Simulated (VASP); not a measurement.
Given:

```xyz
4
Lattice="3.5887 0.0000 0.0000 -1.7943 3.1079 0.0000 0.0000 0.0000 5.8262" Properties=species:S:1:pos:R:3 pbc="T T T"
Ti     0.0000     0.0000     0.0000
Cr     0.0000     0.0000     2.9131
As     1.7943     1.0360     1.5470
As     0.0000     2.0719     4.2792
```

The numbers are results of PBEsol GGA, VASP's PBE PAW potentials (set 64) (plane waves; VASP 6.6.1), not measurements. Run with 400 eV cut-off, 11×11×6 Γ-centred mesh, tetrahedra with Blöchl corrections, potentials Ti_sv Cr_pv As.

The cores are frozen, which limits the accuracy of field gradients. The run has a spin-polarised start.

Question: Give the principal components of the electric field gradient (V/Å²) and the asymmetry η at each nucleus.

Answer: 
```
atom   Vxx   Vyy    Vzz     η
----  ----  ----  -----  ----
Ti1   21.3  21.3  -42.6  0.00
Cr2   10.8  10.8  -21.6  0.00
As3   -9.9  -9.9   19.7  0.00
As4   -9.9  -9.9   19.7  0.00
```

The structure comes from a computed database's TiCrAs2 entry (P-3m1); how it stands against other phases isn't given here. It was relaxed first.
